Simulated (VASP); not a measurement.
Level of theory: PBE GGA, VASP's PBE PAW potentials (set 64) (plane waves; VASP).

VASP input:

INCAR:
```
# general
SYSTEM  = In
PREC    = Accurate
ENCUT   = 480
LREAL   = .FALSE.
LASPH   = .TRUE.

# electronic loop
EDIFF   = 1E-7
NELM    = 100
ALGO    = Normal
LMAXMIX = 4

# smearing
ISMEAR  = 1
SIGMA   = 0.1

# functional
GGA     = PE

# ions
ISIF    = 2

# output
LWAVE   = .FALSE.
LCHARG  = .FALSE.
```

**KPOINTS**
```
Automatic
0
Gamma
  14 14 14
0 0 0
```

**POSCAR**
```
In
5.1175080
 -0.3242831056   0.3242831056   0.5000000344
  0.3242831056  -0.3242831056   0.5000000344
  0.3242831056   0.3242831056  -0.5000000344
In
1
Cartesian
  0.0000000000   0.0000000000   1.0000000687
```

POTCAR, in this order: In_d (PBE.64 set). Program: vasp_std.

Unless said otherwise, spin-orbit coupling is left out, though it shifts the bands of the heavy elements here.

Problem. What does the run give for the energy per atom (σ→0), band gap (on the k-mesh)?

Solution. 
```json
{
 "energy per atom (σ→0)": "-2559 meV/atom",
 "band gap (on the k-mesh)": "none (metal, semimetal or under 0.01 eV)"
}
```

### OSZICAR
```
...
DAV:   5    -0.258219860128E+01   -0.25537E-02   -0.25536E-02  5806   0.163E+00    0.195E+00
DAV:   6    -0.256317262998E+01    0.19026E-01   -0.38688E-02  5622   0.420E+00    0.972E-01
DAV:   7    -0.255970534249E+01    0.34673E-02   -0.12598E-02  5656   0.222E+00    0.228E-01
DAV:   8    -0.255953244624E+01    0.17290E-03   -0.74484E-04  5718   0.543E-01    0.296E-02
DAV:   9    -0.255953877610E+01   -0.63299E-05   -0.15403E-05  6542   0.580E-02    0.120E-02
DAV:  10    -0.255953981751E+01   -0.10414E-05   -0.13224E-06  5282   0.131E-02    0.240E-03
DAV:  11    -0.255953979241E+01    0.25099E-07   -0.73567E-08  3488   0.319E-03
   1 F= -.25595398E+01 E0= -.25594430E+01  d E =-.290431E-03
```

The compound is In in the bct structure. This cell was strained or had an atom moved on purpose.
